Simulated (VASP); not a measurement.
Given:

```yaml
crystal:
  lattice:
    - [1.38645, -2.40139, 0.00000]
    - [1.38645, 2.40139, 0.00000]
    - [0.00000, 0.00000, 4.37113]
  atoms:
    - { symbol: Os, position: [0.33333, 0.66667, 0.25000] }
    - { symbol: Os, position: [0.66667, 0.33333, 0.75000] }
```

The numbers are results of LDA (Ceperley-Alder, Perdew-Zunger), VASP's LDA PAW potentials (set 64) (plane waves; VASP), not measurements. Numerical set-up: 520 eV cut-off, 15×15×9 Γ-centred mesh, first-order Methfessel-Paxton smearing of 0.10 eV, potentials Os.

Task: Give the stress tensor in GPa (positive for a compressed cell).

Result: 
```
-23.11    0.00    0.00
  0.00  -23.11    0.00
  0.00    0.00  -23.08
```
The pressure is its mean diagonal, -23.10 GPa.

The compound is Os in the hcp structure. This cell is one point of a volume scan, at 1.06 of the reference volume.
